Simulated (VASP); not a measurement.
# SnC (relaxed from the CsCl type structure, space group Pm-3m): computed properties

The numbers are results of PBEsol GGA, VASP's PBE PAW potentials (set 64) (plane waves; VASP 6.6.1), not measurements.

| Property | Result |
|---|---|
| space group | Pm-3m (221) |
| cell | a = b = c = 3.061 Å, α = β = γ = 90.00° |
| volume per atom | 14.34 Å^3/atom |
| band gap (over mesh and band path) | none (metal, semimetal or under 0.01 eV) |
| density | 7.57 g/cm³ |

```cif
data_CSn
_chemical_formula_sum 'Sn1 C1'
_space_group_name_H-M_alt 'P 1'
_space_group_IT_number 1
_cell_length_a 3.06062
_cell_length_b 3.06062
_cell_length_c 3.06062
_cell_angle_alpha 90.000
_cell_angle_beta 90.000
_cell_angle_gamma 90.000
loop_
_space_group_symop_operation_xyz
  'x, y, z'
loop_
_atom_site_label
_atom_site_type_symbol
_atom_site_fract_x
_atom_site_fract_y
_atom_site_fract_z
_atom_site_occupancy
Sn1 Sn 0.00000 0.00000 0.00000 1
C1 C 0.50000 0.50000 0.50000 1
```

Unless said otherwise, spin-orbit coupling is left out, though it shifts the bands of the heavy elements here.

The structure was generated: SnC was put into the CsCl type type (Pm-3m), which need not be its known phase. It was relaxed first, which changed the volume by +31 %. Symmetry was kept, so distortions that lower it aren't found.
